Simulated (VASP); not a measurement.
Input for VASP

File KPOINTS:
```
kpoints
0
gamma
14 14 14
0 0 0
```

INCAR:
```
AGGAC = 0.0
ALGO = Normal
EDIFF = 1E-6
EDIFFG = -0.01
ENCUT = 520
GGA = MK
IBRION = 2
ISIF = 3
ISMEAR = 1
LASPH = .True.
LCHARG = .False.
LMAXMIX = 4
LREAL = .False.
LUSE_VDW = .True.
LWAVE = .False.
NELM = 100
NSW = 60
PARAM1 = 0.1234
PARAM2 = 1.0
PREC = Accurate
SIGMA = 0.1
SYSTEM = Ag
```

### POSCAR
```
Ag
1
    0.0000000000     2.0450000000     2.0450000000
    2.0450000000     0.0000000000     2.0450000000
    2.0450000000     2.0450000000     0.0000000000
Ag
1
Direct
  0.0000000000   0.0000000000   0.0000000000
```

POTCAR, in this order: Ag (PBE.64 set). Program: vasp_std.

Write an equivalent input for Quantum ESPRESSO's pw.x.

One equivalent input (not run):
```
&CONTROL
  calculation = 'vc-relax'
  pseudo_dir = './pseudo'
  outdir = './out'
  tprnfor = .true.
  tstress = .true.
  nstep = 60
  forc_conv_thr = 0.00039
/
&SYSTEM
  ibrav = 0
  nat = 1
  ntyp = 1
  ecutwfc = 82
  occupations = 'smearing'
  smearing = 'methfessel-paxton'
  degauss = 0.00735
  input_dft = 'vdw-df-ob86'
/
&ELECTRONS
  conv_thr = 7.3e-08
  electron_maxstep = 100
/
&IONS
/
&CELL
/
ATOMIC_SPECIES
  Ag 107.868 Ag.upf
CELL_PARAMETERS angstrom
     0.0000000    2.0450000    2.0450000
     2.0450000    0.0000000    2.0450000
     2.0450000    2.0450000    0.0000000
ATOMIC_POSITIONS crystal
  Ag   0.0000000  0.0000000  0.0000000
K_POINTS automatic
  14 14 14 0 0 0
```
The two are equivalent in intent, not identical: the potentials are each code's own (VASP's PAW set, PseudoDojo norm-conserving files in pw.x), so ENCUT and ecutwfc are chosen apart and not converted; conv_thr bounds pw.x's estimated SCF error, while EDIFF bounds the energy change between steps; forc_conv_thr acts on force components and is met together with etot_conv_thr.

The compound is Ag in the fcc structure. The cell was not relaxed at this level.
